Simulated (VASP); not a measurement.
Al:

```
Al
1.0
     0.00000    2.02481    2.02481
     2.02481    0.00000    2.02481
     2.02481    2.02481    0.00000
Al
1
Direct
  0.00000 0.00000 0.00000
```

- Program: VASP 6.6.1
- Task: relaxation of cell and atoms
- Functional: PBEsol
- Potentials or basis: VASP PAW PBE potentials, release 64 (Al)
- Cutoff: 520 eV
- k mesh: 18 × 18 × 18
- Occupations: gaussian, width 0.1 eV
- Spin: no spin polarisation

At the start: pressure -1.9 GPa; volume 16.60 Å³/atom.

**Question.** Where does the relaxation end?

**Answer.** Over 3 steps the energy falls by 2.5 meV/atom and the volume is 16.19 Å³/atom (-2.5 %); space group Fm-3m (No. 225, to 0.05 Å).

The path:
```
step  energy change (eV)  largest force (eV/Å)  pressure (GPa)  volume (Å³)
   1              0.0000                0.0000           -1.91        16.60
   2             -0.0024                0.0000            0.31        16.13
   3             -0.0025                0.0000            0.00        16.19
```

Final structure:
```
Al
1.0
     0.00000    2.00801    2.00801
     2.00801    0.00000    2.00801
     2.00801    2.00801    0.00000
Al
1
Direct
  0.00000 0.00000 0.00000
```

Caveat: the PAW data sets were made with another functional, which shifts forces and pressure a little.
